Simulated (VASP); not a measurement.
An input for Ansatz (written as the equivalent of a VASP run, and not itself run):

Ansatz 0.2 input:
```yaml
crystal:
  lattice:
    - [0.0000000, 2.9529804, 2.9529804]
    - [2.9529804, 0.0000000, 2.9529804]
    - [2.9529804, 2.9529804, 0.0000000]
  atoms:
    - { symbol: Rh, position: [0.0000000, 0.0000000, 0.0000000] }
    - { symbol: Te, position: [0.2500000, 0.2500000, 0.2500000] }
kpoints:
  mp_grid: { grid: [12, 12, 12] }
hamiltonian:
  xc: pbe
  pseudopotentials: { kind: paw }
scf:
  occupations: { method: tetrahedron }
  max_iter: 100
output: { forces: true, stress: true, eigenvalues: true }
```

### Question
Translate this input to VASP (INCAR, KPOINTS, POSCAR, choice of POTCAR).

### Answer
This is not unique; one that fits is 
### KPOINTS
```
Automatic
0
G
  12 12 12
```

### INCAR
```
LCHARG=.TRUE.
LASPH=.TRUE.   ! aspherical one-centre terms
NELM=100   ! most electronic steps
GGA=PE   ! PBE
ISIF=2
LMAXMIX=4   ! l cut-off of mixed one-centre charges
EDIFF=1E-7   ! SCF stop (eV)
ENCUT=400   ! plane-wave cut-off (eV)
LORBIT=11
ALGO=Normal   ! blocked Davidson
SYSTEM=RhTe
ISMEAR=-5
PREC=Accurate
LWAVE=.FALSE.
LREAL=.FALSE.
NEDOS=601   ! DOS grid
```

### POSCAR
```
RhTe
4.1761450
  0.0000000000   0.7071067640   0.7071067640
  0.7071067640   0.0000000000   0.7071067640
  0.7071067640   0.7071067640   0.0000000000
Rh Te
1 1
Cart
  0.0000000000   0.0000000000   0.0000000000
  0.3535533820   0.3535533820   0.3535533820
```

POTCAR, in this order: Rh_pv Te (PBE.64 set). Program: vasp_std.

The two are equivalent in intent, not identical: each code has its own PAW files, so the cut-off isn't converted (ENCUT is set for VASP's; basis.ecutwfc is left out, and Ansatz then takes the one that its files recommend); Ansatz stops its SCF on the density residual and VASP on the energy change (EDIFF).

The structure was generated: RhTe was put into the zinc blende type (F-43m), which need not be its known phase. It was relaxed first, which changed the volume by -24 %.
